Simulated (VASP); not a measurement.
Write the native input for VASP 6.6.1 that does the following.

| Quantity | Value |
| --- | --- |
| Task | single point |
| Functional | rev-vdW-DF2 |
| Potentials or basis | VASP PAW PBE potentials, release 64 (O, C) |
| Cutoff | 400 eV |
| k mesh | 1 × 1 × 1 |
| Occupations | gaussian, width 0.01 eV |
| Spin | no spin polarisation |
| Further INCAR settings | ALGO = Normal; EDIFF = 1e-06; ISYM = 0 |

The structure of O2C lies in POSCAR:

```
CO2                                     
1.0
   12.1554342666      0.0000000000      0.0000000000
    0.0000000000     12.6554342666      0.0000000000
    0.0000000000      0.0000000000     13.1554342666
  O               C             
     2     1
Selective dynamics
Direct
     0.4862752546000024    0.5649009669999998    0.4370815808999993   F   F   F
     0.5145190010528863    0.4394693769791599    0.5665609947385249   T   T   T
     0.5003978090328378    0.5021838403526742    0.5018258090849687   T   T   T
```

These files were run (other wordings do the same):

INCAR

```
SYSTEM = CO2
  PREC = Accurate
  ENCUT = 400
  EDIFF = 1E-6
  ISMEAR = 0
  SIGMA = 0.01
  LREAL = .False.
  LASPH = .True.
  NELM = 80
  ALGO = Normal
  ISIF = 2
  LWAVE = .False.
  LCHARG = .False.
  GGA = MK
  LUSE_VDW = .True.
  AGGAC = 0.0
  PARAM1 = 0.1234
  PARAM2 = 0.711357
  ZAB_VDW = -1.8867
  ISYM = 0
```

KPOINTS

```
regular mesh
0
Gamma
  1 1 1
  0 0 0
```

Potentials or basis: VASP PAW PBE potentials, release 64 (O, C).

The run is started by

```sh
$ cat potpaw_PBE.64/O/POTCAR potpaw_PBE.64/C/POTCAR > POTCAR
$ mpirun -np 4 vasp_gam > vasp.out
```

It gave:

| Property | Result |
| --- | --- |
| Largest force | 0.161 eV/Å |
| Gap between the frontier levels | 7.88 eV |

Caveat: the standard files for N, O and F lose accuracy on very short bonds; the PAW data sets were made with another functional, which shifts forces and pressure a little.

It took 4.2 min on 4 MPI ranks on AMD EPYC 9R45 (Zen 5), on a shared host, peak memory 1.1 GiB a rank.
